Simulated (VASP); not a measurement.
Method: PBEsol GGA with D2 dispersion, VASP's PBE PAW potentials (set 64) (plane waves; VASP).

The input files of a VASP run:

INCAR:
```
ALGO = Normal
EDIFF = 1E-6
ENCUT = 300
GGA = PS
ISIF = 2
ISMEAR = -1
IVDW = 10
LASPH = .True.
LCHARG = .False.
LMAXMIX = 4
LREAL = .False.
LWAVE = .False.
NELM = 100
PREC = Accurate
SIGMA = 0.1
SYSTEM = Sr
```

POSCAR:
```
Sr
1
    6.1606450000     0.0000000000     0.0000000000
    0.0000000000     8.7124680000     0.0000000000
    0.0000000000     0.0000000000    22.4352000000
Sr
8
Direct
  0.0000000000   0.6250000000   0.4521960000
  0.5000000000   0.3750000000   0.3565830000
  0.5000000000   0.8750000000   0.3565830000
  0.0000000000   0.1250000000   0.4521960000
  0.0000000000   0.1250000000   0.6434170000
  0.5000000000   0.8750000000   0.5478040000
  0.5000000000   0.3750000000   0.5478040000
  0.0000000000   0.6250000000   0.6434170000
```

File KPOINTS:
```
Automatic mesh
0
Gamma
 4 3 1
0 0 0
```

POTCAR, in this order: Sr_sv (PBE.64 set). Program: vasp_std.

Output

**stdout**
```
 POSCAR found type information on POSCAR Sr
 POSCAR found :  1 types and       8 ions
 Reading from existing POTCAR
 Reading from existing POTCAR

 -----------------------------------------------------------------------------
|                                                                             |
|               ----> ADVICE to this user running VASP <----                  |
|                                                                             |
|     You enforced a specific xc type in the INCAR file but a different       |
|     type was found in the POTCAR file.                                      |
|     I HOPE YOU KNOW WHAT YOU ARE DOING!                                     |
|                                                                             |
 -----------------------------------------------------------------------------

 -----------------------------------------------------------------------------
|                                                                             |
|     EEEEEEE  RRRRRR   RRRRRR   OOOOOOO  RRRRRR      ###     ###     ###     |
|     E        R     R  R     R  O     O  R     R     ###     ###     ###     |
|     E        R     R  R     R  O     O  R     R     ###     ###     ###     |
|     EEEEE    RRRRRR   RRRRRR   O     O  RRRRRR       #       #       #      |
|     E        R   R    R   R    O     O  R   R                               |
|     E        R    R   R    R   O     O  R    R      ###     ###     ###     |
|     EEEEEEE  R     R  R     R  OOOOOOO  R     R     ###     ###     ###     |
|                                                                             |
|     vdw_forces_G: ERROR unsupported xc-functional:                          |
|      please define parameter VDW_S6 for this functional                     |
|                                                                             |
|       ---->  I REFUSE TO CONTINUE WITH THIS SICK JOB ... BYE!!! <----       |
|                                                                             |
 -----------------------------------------------------------------------------
```

VASP stops with an error: vdw_forces_G: ERROR unsupported xc-functional: please define parameter VDW_S6 for this functional ----> I REFUSE TO CONTINUE WITH THIS SICK JOB ... BYE!!! <----

The cell holds a wide vacuum, so values per volume refer to the whole cell.

The cell is a sheet with vacuum, built from a database entry that may be metastable or hypothetical.
